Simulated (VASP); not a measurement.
All values below come from modified Becke-Johnson potential (mBJ), VASP's PBE PAW potentials (set 64) (plane waves; VASP).

The input files of a VASP run:

**KPOINTS**
```
K-points
0
gamma
  6 6 6
0 0 0
```

**KPOINTS_OPT**
```
k-points along high-symmetry lines
11
Line-mode
Reciprocal
  0.000000   0.000000   0.000000 ! GAMMA
  0.500000   0.000000   0.500000 ! X

  0.500000   0.000000   0.500000 ! X
  0.625000   0.250000   0.625000 ! U

  0.375000   0.375000   0.750000 ! K
  0.000000   0.000000   0.000000 ! GAMMA

  0.000000   0.000000   0.000000 ! GAMMA
  0.500000   0.500000   0.500000 ! L

  0.500000   0.500000   0.500000 ! L
  0.500000   0.250000   0.750000 ! W

  0.500000   0.250000   0.750000 ! W
  0.500000   0.000000   0.500000 ! X
```

### INCAR
```
! general
SYSTEM  = SrO
PREC    = Accurate
ENCUT   = 520   ! plane-wave cut-off (eV)
LREAL   = .FALSE.   ! projection in real space or not
LASPH   = .TRUE.

! electronic loop
EDIFF   = 1E-6
NELM    = 200   ! most electronic steps
ALGO    = Normal
LMAXMIX = 4   ! l cut-off of mixed one-centre charges
LMIXTAU = .TRUE.

! smearing
ISMEAR  = 0
SIGMA   = 0.05

! functional
METAGGA = MBJ

! ions
ISIF    = 0

! output
LWAVE   = .FALSE.
LCHARG  = .FALSE.
```

POSCAR:
```
SrO
1
    0.0000000000     2.6023952996     2.6023952996
    2.6023952996     0.0000000000     2.6023952996
    2.6023952996     2.6023952996     0.0000000000
Sr O
1 1
Direct
  0.0000000000   0.0000000000   0.0000000000
  0.5000000000   0.5000000000   0.5000000000
```

POTCAR, in this order: Sr_sv O (PBE.64 set). Program: vasp_std. Read from the step before: WAVECAR.

Output of the run:

### OSZICAR
```
       N       E                     dE             d eps       ncg     rms          rms(c)
DAV:   1     0.161262321208E+03    0.16126E+03   -0.15839E+00   416   0.150E+01    0.249E+00
DAV:   2     0.160763288156E+03   -0.49903E+00   -0.34606E+00   388   0.241E+01    0.878E+00
DAV:   3     0.160584150695E+03   -0.17914E+00   -0.12327E-01   468   0.284E+00    0.973E+00
DAV:   4     0.160567717694E+03   -0.16433E-01   -0.50761E-03   460   0.626E-01    0.969E+00
DAV:   5     0.161265398771E+03    0.69768E+00   -0.21156E-01   428   0.437E+00    0.108E+01
DAV:   6     0.161342259914E+03    0.76861E-01   -0.71762E-02   444   0.269E+00    0.908E+00
DAV:   7     0.162164394555E+03    0.82213E+00   -0.38860E-02   392   0.241E+00    0.361E+00
DAV:   8     0.162692398564E+03    0.52800E+00   -0.13644E-01   440   0.370E+00    0.398E+00
DAV:   9     0.162666959698E+03   -0.25439E-01   -0.78698E-03   480   0.109E+00    0.464E+00
DAV:  10     0.162903323613E+03    0.23636E+00   -0.24777E-02   412   0.146E+00    0.453E+00
DAV:  11     0.162648312936E+03   -0.25501E+00   -0.18717E-02   472   0.135E+00    0.666E+00
DAV:  12     0.162842474243E+03    0.19416E+00   -0.26162E-02   408   0.173E+00    0.327E+00
DAV:  13     0.162908995652E+03    0.66521E-01   -0.50674E-03   452   0.639E-01    0.173E+00
DAV:  14     0.163112343294E+03    0.20335E+00   -0.90521E-03   456   0.857E-01    0.894E-01
DAV:  15     0.163116090468E+03    0.37472E-02   -0.21717E-03   496   0.564E-01    0.774E-01
DAV:  16     0.163123662321E+03    0.75719E-02   -0.72860E-05   568   0.698E-02    0.651E-01
DAV:  17     0.163110689002E+03   -0.12973E-01   -0.28965E-05   444   0.528E-02    0.782E-01
DAV:  18     0.163203123626E+03    0.92435E-01   -0.53792E-03   440   0.609E-01    0.255E-01
DAV:  19     0.163280105384E+03    0.76982E-01   -0.24790E-03   532   0.421E-01    0.691E-01
DAV:  20     0.163280643449E+03    0.53806E-03   -0.42575E-04   424   0.260E-01    0.474E-01
DAV:  21     0.163267347795E+03   -0.13296E-01   -0.27406E-05   440   0.593E-02    0.427E-01
DAV:  22     0.163261781508E+03   -0.55663E-02   -0.17356E-05   532   0.394E-02    0.331E-01
DAV:  23     0.163251523697E+03   -0.10258E-01   -0.90257E-06   388   0.306E-02    0.223E-01
DAV:  24     0.163242786787E+03   -0.87369E-02   -0.54063E-06   452   0.263E-02    0.157E-01
DAV:  25     0.163232823126E+03   -0.99637E-02   -0.85839E-06   436   0.312E-02    0.823E-02
DAV:  26     0.163225084973E+03   -0.77382E-02   -0.66361E-06   512   0.257E-02    0.183E-02
DAV:  27     0.163222293015E+03   -0.27920E-02   -0.13590E-06   260   0.164E-02    0.121E-02
DAV:  28     0.163221476142E+03   -0.81687E-03   -0.32342E-07   192   0.710E-03    0.863E-04
DAV:  29     0.163220979343E+03   -0.49680E-03   -0.14045E-07   192   0.408E-03    0.565E-04
DAV:  30     0.163221038914E+03    0.59571E-04   -0.55248E-08   192   0.230E-03    0.349E-04
DAV:  31     0.163221104247E+03    0.65333E-04   -0.22122E-08   192   0.112E-03    0.193E-04
DAV:  32     0.163221063034E+03   -0.41213E-04   -0.10484E-08   192   0.698E-04    0.584E-04
DAV:  33     0.163221106243E+03    0.43209E-04   -0.53084E-09   192   0.465E-04    0.329E-04
DAV:  34     0.163221098888E+03   -0.73554E-05   -0.28031E-09   192   0.341E-04    0.311E-04
DAV:  35     0.163221171705E+03    0.72818E-04   -0.15810E-09   192   0.267E-04    0.243E-04
DAV:  36     0.163221135009E+03   -0.36696E-04   -0.10924E-09   192   0.270E-04    0.392E-04
DAV:  37     0.163221155450E+03    0.20440E-04   -0.57355E-10   192   0.170E-04    0.138E-04
DAV:  38     0.163221156466E+03    0.10169E-05   -0.25818E-10   192   0.834E-05    0.156E-04
DAV:  39     0.163221162961E+03    0.64943E-05   -0.15356E-10   192   0.613E-05    0.118E-04
DAV:  40     0.163221163209E+03    0.24831E-06   -0.11010E-10   192   0.798E-05
   1 F= 0.16322116E+03 E0= 0.16322116E+03  d E =-.448215E-16
       N       E                     dE             ncg
       N       E                     dE             ncg
       N       E                     dE             ncg
       N       E                     dE             ncg
       N       E                     dE             ncg
```

File OUTCAR:
```
------------------------ aborting loop because EDIFF is reached ----------------------------------------
  volume of cell :       35.25
      direct lattice vectors                 reciprocal lattice vectors
     0.000000000  2.602395300  2.602395300    -0.192130688  0.192130688  0.192130688
     2.602395300  0.000000000  2.602395300     0.192130688 -0.192130688  0.192130688
     2.602395300  2.602395300  0.000000000     0.192130688  0.192130688 -0.192130688
  FREE ENERGIE OF THE ION-ELECTRON SYSTEM (eV)
  ---------------------------------------------------
  free  energy   TOTEN  =       163.2211632089 eV

  energy  without entropy=      163.2211632089  energy(sigma->0) =      163.22116321

     CMBJ =    1.0000

     CMBJA=   -0.0120

     CMBJB=    1.0230

     CMBJE=    0.5000

    CMBJ =    1.3919
```
(Selected blocks of OUTCAR.)

File OUTCAR:
```
 val. band max:        2.2018193349   @ k =   0.0000   0.0000   0.0000

 cond. band min:       7.1026166943   @ k =   0.5000   0.5000   0.0000


 Fermi energy:         2.4746317224

 k-point     1 :       0.0000    0.0000    0.0000
  band No.  band energies     occupation
      1     -30.9788      2.00000
      2     -14.0149      2.00000
      3     -12.6026      2.00000
      4     -12.6026      2.00000
      5     -12.6026      2.00000
      6       2.2016      2.00000
      7       2.2016      2.00000
      8       2.2018      2.00000
      9       7.9836      0.00000
     10       9.3732      0.00000
     11       9.3732      0.00000
     12       9.3732      0.00000

 k-point     2 :       0.1667    0.0000    0.0000
  band No.  band energies     occupation
      1     -30.9551      2.00000
      2     -14.3611      2.00000
      3     -12.6161      2.00000
      4     -12.6160      2.00000
      5     -12.3142      2.00000
      6       1.7060      2.00000
      7       1.9284      2.00000
      8       1.9286      2.00000
      9       8.9700      0.00000
     10       9.3594      0.00000
     11       9.8286      0.00000
     12       9.8288      0.00000

 k-point     3 :       0.3333    0.0000    0.0000
  band No.  band energies     occupation
      1     -30.9072      2.00000
      2     -14.8586      2.00000
      3     -12.6426      2.00000
      4     -12.6425      2.00000
      5     -11.9324      2.00000
      6       0.9193      2.00000
      7       1.4503      2.00000
      8       1.4506      2.00000
      9       9.5690      0.00000
     10      10.9003      0.00000
     11      10.9008      0.00000
     12      11.1780      0.00000

 k-point     4 :       0.5000    0.0000    0.0000
  band No.  band energies     occupation
      1     -30.8830      2.00000
      2     -15.0635      2.00000
      3     -12.6557      2.00000
      4     -12.6556      2.00000
      5     -11.7860      2.00000
      6       0.5845      2.00000
...
```

mBJ is a potential without an energy functional, so only the levels count.

The compound is SrO in the rock salt structure. It was relaxed first. The cell's shape comes from a PBE relaxation.
